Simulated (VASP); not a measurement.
Write the native input for VASP 6.6.1 that does the following.

```yaml
Task: single point
Functional: PBE
Potentials_or_basis: VASP PAW PBE potentials, release 64 (Tl_d, Pb_d, Hf_pv, S)
Cutoff: 520 eV
k_mesh: 2 × 2 × 3
Occupations: methfessel-paxton, width 0.15 eV
Spin: no spin polarisation
Dipole_correction: no
Further_INCAR_settings: LREAL = Auto; ALGO = Fast; EDIFF = 1e-06; NBANDS = 88
```

The structure of HfTl2PbS4 lies in POSCAR:

```
HfTl2PbS4
1.0
    7.5073810000      0.0825420000     -1.4738920000
   -1.3646940000      8.9780130000      1.6478980000
    0.1892030000      0.3486280000      6.0552560000
Tl Pb Hf S
4 2 2 8
Direct
    0.6504171073      0.0588832653      0.4823581292
    0.7612979431      0.9341151529      0.1029721048
    0.3440720924      0.1556430405      0.7770269744
    0.4215391853      0.7684658762      0.8235043824
    0.0784031708      0.9278009648      0.4441046674
    0.9583653304      0.2931822041      0.6661856453
    0.6214528880      0.4460994772      0.3781054019
    0.1683038479      0.4972269857      0.0354834444
    0.6605392896      0.5313472375      0.6799378135
    0.3148973413      0.4444146889      0.4339980994
    0.9264457389      0.3633460824      0.1264254856
    0.1509647003      0.8002725193      0.0467518103
    0.9017520830      0.8015617491      0.8663554733
    0.3384821876      0.3094413589      0.1061717939
    0.4563724171      0.8236644829      0.3327979198
    0.0233565370      0.5739071776      0.6923741164
```

The cell was built by a generator and needn't be a form met in nature.

These files were run (other wordings do the same):

INCAR

```
ALGO = Fast
EDIFF = 1E-6
ENCUT = 520
GGA = PE
ISIF = 2
ISMEAR = 1
LASPH = True
LCHARG = False
LREAL = Auto
LWAVE = False
NBANDS = 88
NELM = 100
PREC = Accurate
SIGMA = 0.15
```

KPOINTS

```
k-points
0
Gamma
  2 2 3
```

Potentials or basis: VASP PAW PBE potentials, release 64 (Tl_d, Pb_d, Hf_pv, S).

Launch:

```bash
$ cat potpaw_PBE.64/Tl_d/POTCAR potpaw_PBE.64/Pb_d/POTCAR potpaw_PBE.64/Hf_pv/POTCAR potpaw_PBE.64/S/POTCAR > POTCAR
$ mpirun -np 1 vasp_std > vasp.out
```

It gave:

- Pressure: 9.3 GPa
- Largest force: 6.625 eV/Å
- Band gap on the k mesh: none (metal or under the smearing width)

Caveat: the k mesh is coarse (spacing up to 0.42 Å⁻¹), so the values aren't converged.

Run time: 3.9 min on 1 thread of Intel(R) Xeon(R) 6975P-C (Granite Rapids) (shared host), peak memory 0.57 GiB.
